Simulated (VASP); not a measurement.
An input for Quantum ESPRESSO's pw.x (written as the equivalent of a VASP run, and not itself run):

```
&CONTROL
  calculation = 'scf'
  pseudo_dir = './pseudo'
  outdir = './out'
  tprnfor = .true.
  tstress = .true.
/
&SYSTEM
  ibrav = 0
  nat = 3
  ntyp = 2
  ecutwfc = 70
  occupations = 'smearing'
  smearing = 'gaussian'
  degauss = 0.009996
  input_dft = 'pz'
/
&ELECTRONS
  conv_thr = 7.3e-08
  electron_maxstep = 100
/
ATOMIC_SPECIES
  Si 28.085 Si.upf
  W 183.840 W.upf
CELL_PARAMETERS angstrom
    -1.6050000    1.6050000    3.9150000
     1.6050000   -1.6050000    3.9150000
     1.6050000    1.6050000   -3.9150000
ATOMIC_POSITIONS crystal
  Si   0.6669730  0.6832140  0.0253420
  Si   0.3639920  0.3030030 -0.0203880
  W   -0.0309660  0.0137840 -0.0049530
K_POINTS automatic
  7 7 9 0 0 0
```

Question: Write the VASP files for the same calculation (LDA).

Answer: Several could match; the one computed here: 
**INCAR**
```
ALGO  =  Normal
EDIFF  =  1E-6
ENCUT  =  300
ISIF  =  2
ISMEAR  =  0
LASPH  =  .TRUE.
LCHARG  =  .FALSE.
LMAXMIX  =  6
LREAL  =  .FALSE.
LWAVE  =  .FALSE.
NELM  =  100
PREC  =  Accurate
SIGMA  =  0.136
SYSTEM  =  WSi2
```

File KPOINTS:
```
Automatic mesh
0
Gamma
7 7 9
0 0 0
```

POSCAR:
```
WSi2
1.0
 -1.6050000000   1.6050000000   3.9150000000
  1.6050000000  -1.6050000000   3.9150000000
  1.6050000000   1.6050000000  -3.9150000000
Si W
2 1
Cartesian
  0.0667407150   0.0146071050   5.1867681750
 -0.1306100850   0.0651646050   2.6911044450
  0.0638741850  -0.0797733150  -0.0478765350
```

POTCAR, in this order: Si W_sv (LDA.64 set). Program: vasp_std.

The two are equivalent in intent, not identical: the potentials are each code's own (VASP's PAW set, PseudoDojo norm-conserving files in pw.x), so ENCUT and ecutwfc are chosen apart and not converted; conv_thr bounds pw.x's estimated SCF error, while EDIFF bounds the energy change between steps.

The structure is a typed WSi2 crystal. The cell was not relaxed at this level, atoms are displaced from their ideal sites. The k-mesh is coarse (spacing up to 0.31 per Å, 2π included), so the numbers may not be converged in it. The run is one of a series of settings (GGA removed, POTCAR Si W_sv (LDA.64 set) against the base run), some of them coarse on purpose.
